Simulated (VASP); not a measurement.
# Al2InN3 (P6_3mc) in VASP: further runs, part 2 of 2

VASP 6.6.1. The steps go on from the part before.

**3. Relaxation of cell and atoms, PBE**

Contents of INCAR:

```
SYSTEM = Al2InN3
PREC = Accurate ; ENCUT = 520
EDIFF = 1E-7 ; ISMEAR = 0
SIGMA = 0.03 ; LREAL = .False.
LASPH = .True. ; NELM = 120
ALGO = Normal ; ISIF = 3
LWAVE = .False. ; LCHARG = .False.
GGA = PE ; IBRION = 2
NSW = 60 ; EDIFFG = -0.005
POTIM = 0.3 ; KPAR = 4
```

Contents of KPOINTS:

```
Automatic mesh
0
Gamma
  8 8 2
  0 0 0
```

Contents of POSCAR:

```
Al2InN3                                 
1.0
    3.2646432342      0.0000000000      0.0000000000
   -1.6323216171      2.8272639831      0.0000000000
    0.0000000000     -0.0000000000     16.0490527272
  Al              In              N             
     4     2     6
Direct
     0.6666666699999979    0.3333333300000021    0.5066618216450194
     0.6666666699999979    0.3333333300000021    0.1602319844323745
     0.3333333300000021    0.6666666699999979    0.0066618216450193
     0.3333333300000021    0.6666666699999979    0.6602319844323744
     0.3333333300000021    0.6666666699999979    0.3341091639968588
     0.6666666699999979    0.3333333300000021    0.8341091639968587
     0.6666666699999979    0.3333333300000021    0.6248325505721739
     0.6666666699999979    0.3333333300000021    0.2773395991826371
     0.3333333300000021    0.6666666699999979    0.4718716001709368
     0.3333333300000021    0.6666666699999979    0.1248325505721739
     0.3333333300000021    0.6666666699999979    0.7773395991826371
     0.6666666699999979    0.3333333300000021    0.9718716001709368
```

Potentials or basis: VASP PAW PBE potentials, release 64 (Al, In_d, N).

The run is started by

```console
$ cat potpaw_PBE.64/Al/POTCAR potpaw_PBE.64/In_d/POTCAR potpaw_PBE.64/N/POTCAR > POTCAR
$ mpirun -np 4 vasp_std > vasp.out
```

OUTCAR:

```text
SYSTEM = Al2InN3
   PREC = Accurate
   ENCUT = 520
   EDIFF = 1E-7
   ISMEAR = 0
   LREAL = .False.
   LASPH = .True.
   NELM = 120
   ISIF = 3
   GGA = PE
   IBRION = 2
   NSW = 60
   EDIFFG = -0.005
   POTIM = 0.3

 ion  position               nearest neighbor table
   1  0.667  0.333  0.507-   7 1.90   9 1.97   9 1.97   9 1.97   4 3.10   4 3.10   4 3.10   5 3.35
                             5 3.35   5 3.35
   2  0.667  0.333  0.160-   8 1.88  10 1.97  10 1.97  10 1.97   3 3.10   3 3.10   3 3.10   5 3.37
                             5 3.37   5 3.37
   3  0.333  0.667  0.007-  10 1.90  12 1.97  12 1.97  12 1.97   2 3.10   2 3.10   2 3.10   6 3.35
                             6 3.35   6 3.35
   4  0.333  0.667  0.660-  11 1.88   7 1.97   7 1.97   7 1.97   1 3.10   1 3.10   1 3.10   6 3.37
                             6 3.37   6 3.37
   5  0.333  0.667  0.334-   8 2.09   8 2.09   8 2.09   9 2.21   1 3.35   1 3.35   1 3.35   2 3.37
                             2 3.37   2 3.37
   6  0.667  0.333  0.834-  11 2.09  11 2.09  11 2.09  12 2.21   3 3.35   3 3.35   3 3.35   4 3.37
                             4 3.37   4 3.37
   7  0.667  0.333  0.625-   1 1.90   4 1.97   4 1.97   4 1.97
   8  0.667  0.333  0.277-   2 1.88   5 2.09   5 2.09   5 2.09
   9  0.333  0.667  0.472-   1 1.97   1 1.97   1 1.97   5 2.21
  10  0.333  0.667  0.125-   3 1.90   2 1.97   2 1.97   2 1.97
  11  0.333  0.667  0.777-   4 1.88   6 2.09   6 2.09   6 2.09
  12  0.667  0.333  0.972-   3 1.97   3 1.97   3 1.97   6 2.21

  LATTYP: Found a hexagonal cell.
 ALAT       =     3.2646432342
 C/A-ratio  =     4.9160203967
[... 195 lines left out ...]
  ext. energy  EPLUGINS =         0.00000000
  ---------------------------------------------------
  free energy    TOTEN  =       -79.61471688 eV

  energy without entropy =      -79.61471688  energy(sigma->0) =      -79.61471688

------------------------ aborting loop because EDIFF is reached ----------------------------------------

  FORCE on cell =-STRESS in cart. coord.  units (eV):
  Direction    XX          YY          ZZ          XY          YZ          ZX
  --------------------------------------------------------------------------------------
  -------------------------------------------------------------------------------------
  Total        0.0059229      0.0059229      0.0401283      0.0000000      0.0000000      0.0000000
  in kB        0.0640615      0.0640615      0.4340199      0.0000000      0.0000000      0.0000000
  external PRESSURE =       0.1873809 kB  Pullay stress =       0.0000000 kB
[... 125 lines left out ...]
--------------------------------------- Ionic step        4  -------------------------------------------

 number of electron      68.0000021 magnetization

 Free energy of the ion-electron system (eV)
  ---------------------------------------------------
  ext. energy  EPLUGINS =         0.00000000
  ---------------------------------------------------
  free energy    TOTEN  =       -79.61474144 eV

  energy without entropy =      -79.61474144  energy(sigma->0) =      -79.61474144

 E-fermi :   6.9109     XC(G=0): -10.7797

 val. band max:        6.7296634353   @ k =   0.0000   0.0000   0.0000
 cond. band min:       7.9358050676   @ k =   0.0000   0.0000   0.0000
 fundamental gap:      1.2061416323
 Fermi energy:         6.9109295555

 k-point     1 :       0.0000    0.0000    0.0000
  band No.  band energies     occupation
      1      -8.6785      2.00000
      2      -8.5655      2.00000
      3      -8.2562      2.00000
      4      -8.2063      2.00000
      5      -7.5271      2.00000
      6      -7.2602      2.00000
[... 908 lines left out ...]
  FREE ENERGIE OF THE ION-ELECTRON SYSTEM (eV)
  ---------------------------------------------------
  free  energy   TOTEN  =       -79.6147414420 eV

  energy  without entropy=      -79.6147414420  energy(sigma->0) =      -79.61474144

 reached required accuracy - stopping structural energy minimisation
```

OSZICAR:

```text
N       E                     dE             d eps       ncg     rms          rms(c)
DAV:   1     0.707874109373E+03    0.70787E+03   -0.31084E+04  1640   0.188E+03
DAV:   2     0.426887334010E+02   -0.66519E+03   -0.63756E+03  1778   0.482E+02
[... 32 lines left out ...]
   3 F= -.79614733E+02 E0= -.79614733E+02  d E =-.163169E-04
       N       E                     dE             d eps       ncg     rms          rms(c)
DAV:   1    -0.796147445996E+02   -0.11387E-04   -0.12942E-03  1793   0.228E-01    0.210E-02
DAV:   2    -0.796147427991E+02    0.18005E-05   -0.33004E-05  2264   0.463E-02    0.783E-03
DAV:   3    -0.796147415610E+02    0.12381E-05   -0.23928E-06  2544   0.146E-02    0.458E-03
DAV:   4    -0.796147413691E+02    0.19192E-06   -0.95448E-07  2476   0.961E-03    0.163E-03
DAV:   5    -0.796147414420E+02   -0.72938E-07   -0.14265E-07  1201   0.290E-03
   4 F= -.79614741E+02 E0= -.79614741E+02  d E =-.824477E-05
```

Run time: 73 s. Hardware: 4 MPI ranks of Intel Xeon Platinum 8375C at 2.90GHz (Ice Lake), shared host; peak memory 0.31 GiB.

What came out:

```
Free energy                            : -79.6147 eV
Relaxed volume                         : 12.35 Å³/atom
Relaxed cell                           : a = 3.265 Å, b = 3.265 Å, c = 16.053 Å, α = 90.00°, β = 90.00°, γ = 120.00°
Space group after relaxing (to 0.05 Å) : P6_3mc (No. 186)
Energy gained by relaxing              : 0.0 meV/atom
Ionic steps                            : 4
Pressure after relaxing                : 0.0 GPa
Band gap on the k mesh                 : 1.21 eV, direct
```

Forces on the atoms (eV/Å):
```
Al   0.000  0.000  0.002
Al   0.000  0.000  0.001
Al   0.000  0.000  0.002
Al   0.000  0.000  0.001
In   0.000  0.000  0.000
In   0.000  0.000  0.000
N    0.000  0.000 -0.002
N    0.000  0.000  0.002
N    0.000  0.000 -0.002
N    0.000  0.000 -0.002
N    0.000  0.000  0.002
N    0.000  0.000 -0.002
```

Final structure:
```
CELL_PARAMETERS angstrom
3.26450 0.00000 0.00000
-1.63225 2.82714 0.00000
0.00000 0.00000 16.05261
ATOMIC_POSITIONS crystal
Al 0.66667 0.33333 0.50665
Al 0.66667 0.33333 0.16027
Al 0.33333 0.66667 0.00665
Al 0.33333 0.66667 0.66027
In 0.33333 0.66667 0.33414
In 0.66667 0.33333 0.83414
N 0.66667 0.33333 0.62483
N 0.66667 0.33333 0.27733
N 0.33333 0.66667 0.47183
N 0.33333 0.66667 0.12483
N 0.33333 0.66667 0.77733
N 0.66667 0.33333 0.97183
```

Caveat: spin-orbit coupling is left out, which moves the levels of the heavy elements.

**4. Single point, r2SCAN**

Contents of INCAR:

```
PREC     = Accurate       # precision mode
ENCUT    = 520            # plane-wave cutoff, eV
EDIFF    = 1E-6           # SCF threshold, eV
ISMEAR   = 0              # smearing method
SIGMA    = 0.03           # smearing width, eV
LREAL    = False          # projectors in reciprocal space
LASPH    = True           # aspherical terms in the spheres
NELM     = 150            # most SCF steps
ALGO     = Normal         # electronic algorithm
ISIF     = 2              # what is computed and relaxed
LWAVE    = False          # write WAVECAR
LCHARG   = False          # write CHGCAR
METAGGA  = R2SCAN         # meta-GGA
LMIXTAU  = True         
KPAR     = 4
```

Contents of KPOINTS:

```
regular mesh
0
Gamma
  8 8 2
```

Contents of POSCAR:

```
Al2InN3                                 
1.0
    3.2645024946      0.0000000000      0.0000000000
   -1.6322512473      2.8271420990      0.0000000000
    0.0000000000      0.0000000000     16.0526129060
  Al              In              N             
     4     2     6
Direct
     0.6666666699999979    0.3333333300000021    0.5066471305197053
     0.6666666699999979    0.3333333300000021    0.1602739912685046
     0.3333333300000021    0.6666666699999979    0.0066471305197054
     0.3333333300000021    0.6666666699999979    0.6602739912685046
     0.3333333300000021    0.6666666699999979    0.3341354317209137
     0.6666666699999979    0.3333333300000021    0.8341354317209138
     0.6666666699999979    0.3333333300000021    0.6248298033585753
     0.6666666699999979    0.3333333300000021    0.2773350225086852
     0.3333333300000021    0.6666666699999979    0.4718253406236089
     0.3333333300000021    0.6666666699999979    0.1248298033585753
     0.3333333300000021    0.6666666699999979    0.7773350225086851
     0.6666666699999979    0.3333333300000021    0.9718253406236090
```

The run is started by

```console
$ cat potpaw_PBE.64/Al/POTCAR potpaw_PBE.64/In_d/POTCAR potpaw_PBE.64/N/POTCAR > POTCAR
$ mpirun -np 4 vasp_std > vasp.out
```

It took 3.4 min on 4 MPI ranks of Intel Xeon Platinum 8375C at 2.90GHz (Ice Lake), shared host; peak memory 0.34 GiB.

The run converged. Its results:

```
Free energy            : -139.3249 eV
Pressure               : -4.3 GPa
Largest force          : 0.142 eV/Å
Band gap on the k mesh : 1.61 eV, direct
```

Forces in eV/Å, atoms in the order of the input:
```
Al   0.000  0.000  0.080
Al   0.000  0.000  0.095
Al   0.000  0.000  0.080
Al   0.000  0.000  0.095
In   0.000  0.000 -0.142
In   0.000  0.000 -0.142
N    0.000  0.000 -0.076
N    0.000  0.000  0.080
N    0.000  0.000 -0.037
N    0.000  0.000 -0.076
N    0.000  0.000  0.080
N    0.000  0.000 -0.037
```

Stress tensor (GPa, compression positive):
```
-4.21  0.00  0.00
 0.00 -4.21  0.00
 0.00  0.00 -4.36
```

Levels at points of the mesh, in eV from the valence-band top:
| k point | band 30 | band 31 | band 32 | band 33 | band 34 | band 35 | band 36 | band 37 | band 38 | band 39 |
| --- | --- | --- | --- | --- | --- | --- | --- | --- | --- | --- |
| (0.00, 0.00, 0.00) | -0.85 | -0.02 | -0.02 | 0.00 | 0.00 | 1.61 | 2.71 | 4.17 | 4.98 | 5.36 |
| (0.50, 0.00, 0.00) | -2.11 | -1.98 | -1.65 | -1.18 | -1.02 | 3.63 | 4.00 | 4.44 | 4.75 | 5.41 |
| (0.00, 0.00, 0.50) | -1.37 | -0.01 | -0.01 | -0.01 | -0.01 | 2.15 | 2.15 | 4.61 | 4.61 | 5.41 |
| (0.50, 0.00, 0.50) | -2.11 | -1.99 | -1.99 | -1.09 | -1.09 | 4.00 | 4.00 | 4.31 | 4.31 | 5.40 |

Caveat: the PAW data sets were made with another functional, which shifts forces and pressure a little; spin-orbit coupling is left out, which moves the levels of the heavy elements. r2SCAN opens gaps a little over a GGA but as a rule still falls short of measured ones.
